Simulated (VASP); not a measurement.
Data:

```
Ru
1.0
    1.35500    -2.34693     0.00000
    1.35500     2.34693     0.00000
    0.00000     0.00000     4.28000
Ru
2
Direct
  0.33333   0.66667   0.25000
  0.66667   0.33333   0.75000
```

The numbers are results of r2SCAN+rVV10, VASP's PBE PAW potentials (set 64) (plane waves; VASP), not measurements. Numerical set-up: 520 eV cut-off, 14×14×8 Γ-centred mesh, first-order Methfessel-Paxton smearing of 0.10 eV, potentials Ru_pv.

The ions, cell shape and volume are relaxed. Which structure does the run end with?

```
Ru
1.0
    1.35140    -2.34070     0.00000
    1.35140     2.34070     0.00000
    0.00000     0.00000     4.25746
Ru
2
Direct
  0.33333   0.66667   0.25000
  0.66667   0.33333   0.75000
```
Space group P6_3/mmc (194), at a tolerance of 0.03 Å.

How do energy and volume change from the first to the last step?

The energy (σ→0) changes by -1.7 meV/atom and the volume by -1.1 %, in 6 ionic steps.

```csv
step,E(σ→0) (eV),max force (eV/Å),pressure (GPa),volume (Å³)
1,-50.3714,0.000,-3.71,27.22
2,-50.3360,0.000,13.53,26.00
3,-50.3748,0.000,0.04,26.94
4,-50.3748,0.000,0.09,26.93
5,-50.3748,0.000,0.04,26.94
6,-50.3748,0.000,0.07,26.93
```

The compound is Ru in the hcp structure. This run relaxes it. Symmetry was kept, so distortions that lower it aren't found.
